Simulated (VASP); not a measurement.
# Ge (Fd-3m) in VASP: notebook, part 2 of 2

VASP 6.6.1. Earlier steps stand in the parts before.

## (3) Band structure, PBE

INCAR

```
PREC = Accurate ; ENCUT = 450
EDIFF = 1E-6 ; ISMEAR = 0
SIGMA = 0.02 ; LREAL = F
LASPH = T ; NELM = 120
ALGO = Normal ; ISIF = 2
LWAVE = F ; LCHARG = F
GGA = PE ; KPAR = 2
```

KPOINTS

```
Automatic mesh
0
Gamma
  10 10 10
```

POSCAR

```
Ge                                      
1.0
    0.0000000000      2.8389170308      2.8389170308
    2.8389170308      0.0000000000      2.8389170308
    2.8389170308      2.8389170308      0.0000000000
  Ge            
     2
Direct
     0.0000000000000000    0.0000000000000000    0.0000000000000000
     0.2500000000000000    0.2500000000000000    0.2500000000000000
```

KPOINTS_OPT

```
path GXWKGLUWLK,UX
20
line-mode
reciprocal
 0.0000000000  0.0000000000  0.0000000000  G
 0.5000000000  0.0000000000  0.5000000000  X

 0.5000000000  0.0000000000  0.5000000000  X
 0.5000000000  0.2500000000  0.7500000000  W

 0.5000000000  0.2500000000  0.7500000000  W
 0.3750000000  0.3750000000  0.7500000000  K

 0.3750000000  0.3750000000  0.7500000000  K
 0.0000000000  0.0000000000  0.0000000000  G

 0.0000000000  0.0000000000  0.0000000000  G
 0.5000000000  0.5000000000  0.5000000000  L

 0.5000000000  0.5000000000  0.5000000000  L
 0.6250000000  0.2500000000  0.6250000000  U

 0.6250000000  0.2500000000  0.6250000000  U
 0.5000000000  0.2500000000  0.7500000000  W

 0.5000000000  0.2500000000  0.7500000000  W
 0.5000000000  0.5000000000  0.5000000000  L

 0.5000000000  0.5000000000  0.5000000000  L
 0.3750000000  0.3750000000  0.7500000000  K

 0.6250000000  0.2500000000  0.6250000000  U
 0.5000000000  0.0000000000  0.5000000000  X
```

Potentials or basis: VASP PAW PBE potentials, release 64 (Ge_d).

Started as:

```console
$ cat potpaw_PBE.64/Ge_d/POTCAR > POTCAR
$ mpirun -np 2 vasp_std > vasp.out
```

Wall time 38 s (2 MPI ranks of Intel Xeon Platinum 8488C (Sapphire Rapids), shared host); peak memory 0.17 GiB.

The run converged. Its results:

| Item | Value |
| --- | --- |
| Free energy | -9.0154 eV |
| Pressure | 2.5 GPa |
| Band gap along the path | none (metal or under the smearing width) |

Levels at the corners of the path, in eV from the Fermi level:
```
point  band 10  band 11  band 12  band 13  band 14  band 15  band 16  band 17  band 18
    Γ   -24.55   -12.70    -0.07    -0.01    -0.01    -0.01     2.54     2.54     2.54
    X   -24.51    -8.85    -8.85    -3.04    -3.04     0.76     0.76     9.42     9.42
    X   -24.51    -8.85    -8.85    -3.04    -3.04     0.76     0.76     9.42     9.42
    W   -24.50    -8.76    -8.76    -3.86    -3.86     4.28     4.28     4.71     4.71
    W   -24.50    -8.76    -8.76    -3.86    -3.86     4.28     4.28     4.71     4.71
    K   -24.50    -9.32    -8.27    -4.28    -2.61     1.16     4.06     7.15     7.33
    K   -24.50    -9.32    -8.27    -4.28    -2.61     1.16     4.06     7.15     7.33
    Γ   -24.55   -12.70    -0.07    -0.01    -0.01    -0.01     2.54     2.54     2.54
    Γ   -24.55   -12.70    -0.07    -0.01    -0.01    -0.01     2.54     2.54     2.54
    L   -24.53   -10.63    -7.55    -1.39    -1.39     0.15     3.74     3.74     7.12
    L   -24.53   -10.63    -7.55    -1.39    -1.39     0.15     3.74     3.74     7.12
    U   -24.50    -9.32    -8.27    -4.28    -2.61     1.16     4.06     7.15     7.33
    U   -24.50    -9.32    -8.27    -4.28    -2.61     1.16     4.06     7.15     7.33
    W   -24.50    -8.76    -8.76    -3.86    -3.86     4.28     4.28     4.71     4.71
    W   -24.50    -8.76    -8.76    -3.86    -3.86     4.28     4.28     4.71     4.71
    L   -24.53   -10.63    -7.55    -1.39    -1.39     0.15     3.74     3.74     7.12
    L   -24.53   -10.63    -7.55    -1.39    -1.39     0.15     3.74     3.74     7.12
    K   -24.50    -9.32    -8.27    -4.28    -2.61     1.16     4.06     7.15     7.33
    U   -24.50    -9.32    -8.27    -4.28    -2.61     1.16     4.06     7.15     7.33
    X   -24.51    -8.85    -8.85    -3.04    -3.04     0.76     0.76     9.42     9.42
```

Caveat: this crystal is a semiconductor, whose small gap the functional closes, so the metal is an error of the method.

## (4) Band structure, PBEsol

Changes to INCAR since step 3:

```diff
@@ -6,2 +6,2 @@
 LWAVE = F ; LCHARG = F
-GGA = PE ; KPAR = 2
+GGA = PS ; KPAR = 2
```

KPOINTS is that of step 3.

POSCAR is that of step 3.

KPOINTS_OPT is that of step 3.

Started as:

```console
$ cat potpaw_PBE.64/Ge_d/POTCAR > POTCAR
$ mpirun -np 2 vasp_std > vasp.out
```

Wall time 34 s (2 MPI ranks of Intel Xeon Platinum 8488C (Sapphire Rapids), shared host); peak memory 0.17 GiB.

It converged, with:

- Free energy: -9.8704 eV
- Pressure: -0.4 GPa
- Band gap along the path: none (metal or under the smearing width)

Levels at the corners of the path, in eV from the Fermi level:
| point | band 12 | band 13 | band 14 | band 15 | band 16 | band 17 |
| --- | --- | --- | --- | --- | --- | --- |
| Γ | -0.11 | -0.01 | -0.01 | -0.01 | 2.52 | 2.52 |
| X | -8.87 | -3.06 | -3.06 | 0.67 | 0.67 | 9.40 |
| X | -8.87 | -3.06 | -3.06 | 0.67 | 0.67 | 9.40 |
| W | -8.77 | -3.89 | -3.89 | 4.24 | 4.24 | 4.63 |
| W | -8.77 | -3.89 | -3.89 | 4.24 | 4.24 | 4.63 |
| K | -8.28 | -4.32 | -2.62 | 1.08 | 4.00 | 7.09 |
| K | -8.28 | -4.32 | -2.62 | 1.08 | 4.00 | 7.09 |
| Γ | -0.11 | -0.01 | -0.01 | -0.01 | 2.52 | 2.52 |
| Γ | -0.11 | -0.01 | -0.01 | -0.01 | 2.52 | 2.52 |
| L | -7.58 | -1.40 | -1.40 | 0.08 | 3.70 | 3.70 |
| L | -7.58 | -1.40 | -1.40 | 0.08 | 3.70 | 3.70 |
| U | -8.28 | -4.32 | -2.62 | 1.08 | 4.00 | 7.09 |
| U | -8.28 | -4.32 | -2.62 | 1.08 | 4.00 | 7.09 |
| W | -8.77 | -3.89 | -3.89 | 4.24 | 4.24 | 4.63 |
| W | -8.77 | -3.89 | -3.89 | 4.24 | 4.24 | 4.63 |
| L | -7.58 | -1.40 | -1.40 | 0.08 | 3.70 | 3.70 |
| L | -7.58 | -1.40 | -1.40 | 0.08 | 3.70 | 3.70 |
| K | -8.28 | -4.32 | -2.62 | 1.08 | 4.00 | 7.09 |
| U | -8.28 | -4.32 | -2.62 | 1.08 | 4.00 | 7.09 |
| X | -8.87 | -3.06 | -3.06 | 0.67 | 0.67 | 9.40 |

Caveat: the PAW data sets were made with another functional, which shifts forces and pressure a little; this crystal is a semiconductor, whose small gap the functional closes, so the metal is an error of the method.

## (5) Band structure, r2SCAN

Changes to INCAR since step 4:

```diff
@@ -6,2 +6,3 @@
 LWAVE = F ; LCHARG = F
-GGA = PS ; KPAR = 2
+METAGGA = R2SCAN ; LMIXTAU = T
+KPAR = 2
```

KPOINTS is that of step 4.

POSCAR is that of step 4.

KPOINTS_OPT is that of step 4.

Started as:

```console
$ cat potpaw_PBE.64/Ge_d/POTCAR > POTCAR
$ mpirun -np 2 vasp_std > vasp.out
```

It took 2.4 min on 2 MPI ranks of Intel Xeon Platinum 8488C (Sapphire Rapids), shared host; peak memory 0.17 GiB.

Results (log left out):

```
Free energy             : -27.7383 eV
Pressure                : -0.4 GPa
Band gap on the k mesh  : 0.30 eV, direct
Band gap along the path : 0.30 eV, direct
```

Levels at the corners of the path, in eV from the valence-band top:
```tsv
point	band 12	band 13	band 14	band 15	band 16	band 17
Γ	0.00	0.00	0.00	0.30	2.71	2.71
X	-9.18	-3.19	-3.19	0.99	0.99	10.01
X	-9.18	-3.19	-3.19	0.99	0.99	10.01
W	-9.08	-4.00	-4.00	4.64	4.64	5.05
W	-9.08	-4.00	-4.00	4.64	4.64	5.05
K	-8.56	-4.44	-2.73	1.40	4.40	7.65
K	-8.56	-4.44	-2.73	1.40	4.40	7.65
Γ	0.00	0.00	0.00	0.30	2.71	2.71
Γ	0.00	0.00	0.00	0.30	2.71	2.71
L	-7.82	-1.47	-1.47	0.41	3.99	3.99
L	-7.82	-1.47	-1.47	0.41	3.99	3.99
U	-8.56	-4.44	-2.73	1.40	4.40	7.65
U	-8.56	-4.44	-2.73	1.40	4.40	7.65
W	-9.08	-4.00	-4.00	4.64	4.64	5.05
W	-9.08	-4.00	-4.00	4.64	4.64	5.05
L	-7.82	-1.47	-1.47	0.41	3.99	3.99
L	-7.82	-1.47	-1.47	0.41	3.99	3.99
K	-8.56	-4.44	-2.73	1.40	4.40	7.65
U	-8.56	-4.44	-2.73	1.40	4.40	7.65
X	-9.18	-3.19	-3.19	0.99	0.99	10.01
```

Caveat: the PAW data sets were made with another functional, which shifts forces and pressure a little.

## (6) Summary

| level | potentials or basis | pressure (GPa) |
| --- | --- | --- |
| LDA | VASP PAW LDA potentials, release 64 (Ge_d) | -2.2 |
| PBE | VASP PAW PBE potentials, release 64 (Ge_d) | 2.5 |
| PBEsol | VASP PAW PBE potentials, release 64 (Ge_d) | -0.4 |
| r2SCAN | VASP PAW PBE potentials, release 64 (Ge_d) | -0.4 |

Alike in all rows: task band structure; no spin polarisation; cell as given; k mesh 10 × 10 × 10; cutoff (eV) 450; smearing gaussian 0.02 eV.

Caveats: this crystal is a semiconductor, whose small gap the functional closes, so the metal is an error of the method (some runs); the PAW data sets were made with another functional, which shifts forces and pressure a little (some runs).

Absolute energies hang on the potentials; compare differences alone.

## (7) Comparison with measurements

Step 2. A measured gap of Ge is 0.807 eV (direct; 300 K; “Electronic and optical properties of SixGe1-x-ySny alloys lattice-matched to Ge”, 2021, arxiv:2109.02782); the calculated 0.00 eV misses it by -0.81 eV. 3 values of this kind are on record (0.666 to 0.807 eV); this one was drawn at random among those near their median. Spin-orbit coupling on Ge is left out. The value is that of LDA, without temperature or zero-point motion. Semilocal functionals fall short of measured gaps as a rule. The cell is a database's relaxed one, not the measured one, which moves gaps too.

Step 3. A measured gap of Ge is 0.807 eV (direct; 300 K; “Electronic and optical properties of SixGe1-x-ySny alloys lattice-matched to Ge”, 2021, arxiv:2109.02782); the calculated 0.00 eV misses it by -0.81 eV. 3 values of this kind are on record (0.666 to 0.807 eV); this one was drawn at random among those near their median. Spin-orbit coupling on Ge is left out. The value is that of PBE, without temperature or zero-point motion. Semilocal functionals fall short of measured gaps as a rule. The cell is a database's relaxed one, not the measured one, which moves gaps too.

Step 4. A measured gap of Ge is 0.807 eV (direct; 300 K; “Electronic and optical properties of SixGe1-x-ySny alloys lattice-matched to Ge”, 2021, arxiv:2109.02782); the calculated 0.00 eV misses it by -0.81 eV. 3 values of this kind are on record (0.666 to 0.807 eV); this one was drawn at random among those near their median. Spin-orbit coupling on Ge is left out. The value is that of PBEsol, without temperature or zero-point motion. Semilocal functionals fall short of measured gaps as a rule. The cell is a database's relaxed one, not the measured one, which moves gaps too.

Step 5. Measured gap of Ge: 0.807 eV (direct; 300 K; “Electronic and optical properties of SixGe1-x-ySny alloys lattice-matched to Ge”, 2021, arxiv:2109.02782). This calculation gives 0.30 eV (-0.51 eV). 3 values of this kind are on record (0.666 to 0.807 eV); this one was drawn at random among those near their median. Spin-orbit coupling on Ge is left out. The value is that of r2SCAN, without temperature or zero-point motion. The cell is a database's relaxed one, not the measured one, which moves gaps too.
